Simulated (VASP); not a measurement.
An input for Ansatz (written as the equivalent of a VASP run, and not itself run):

Ansatz 0.2 input:
```yaml
crystal:
  lattice:
    - [2.9543116, 0.0000000, 0.0000000]
    - [0.0000000, 2.9543116, 0.0000000]
    - [0.0000000, 0.0000000, 2.9543116]
  atoms:
    - { symbol: Ti, position: [0.0000000, 0.0000000, 1.0000000] }
    - { symbol: Co, position: [0.5000000, 0.5000000, 0.5000000] }
kpoints:
  mp_grid: { grid: [11, 11, 11] }
hamiltonian:
  xc: r2scan
  pseudopotentials: { kind: paw }
scf:
  occupations: { method: methfessel_paxton, width: 0.1 }
  max_iter: 100
relax:
  max_steps: 60
  f_tol: 0.01
  cell: {}
output: { forces: true, stress: true, eigenvalues: true }
```

Question: Write the VASP files for the same calculation (r2SCAN).

Answer: Several could match; the one computed here: 
### POSCAR
```
TiCo
1
    2.9543116055    -0.0000000000     0.0000000000
   -0.0000000000     2.9543116055     0.0000000000
   -0.0000000000     0.0000000000     2.9543116055
Ti Co
1 1
Direct
  0.0000000000   0.0000000000   1.0000000000
  0.5000000000   0.5000000000   0.5000000000
```

KPOINTS:
```
kpoints
0
Gamma
11 11 11
```

### INCAR
```
ALGO=Normal
EDIFF=1E-6
EDIFFG=-0.01
ENCUT=520
IBRION=2
ISIF=3
ISMEAR=1
LASPH=T
LCHARG=F
LMAXMIX=4
LMIXTAU=T
LREAL=F
LWAVE=F
METAGGA=R2SCAN
NELM=100
NSW=60
PREC=Accurate
SIGMA=0.1
SYSTEM=TiCo
```

POTCAR, in this order: Ti_sv Co (PBE.64 set). Program: vasp_std.

What does not carry over: each code has its own PAW files, so the cut-off isn't converted (ENCUT is set for VASP's; basis.ecutwfc is left out, and Ansatz then takes the one that its files recommend); Ansatz stops its SCF on the density residual and VASP on the energy change (EDIFF).

The compound is TiCo in the CsCl type structure. This run relaxes it. Symmetry was kept, so distortions that lower it aren't found. The start is the result of an earlier pass.
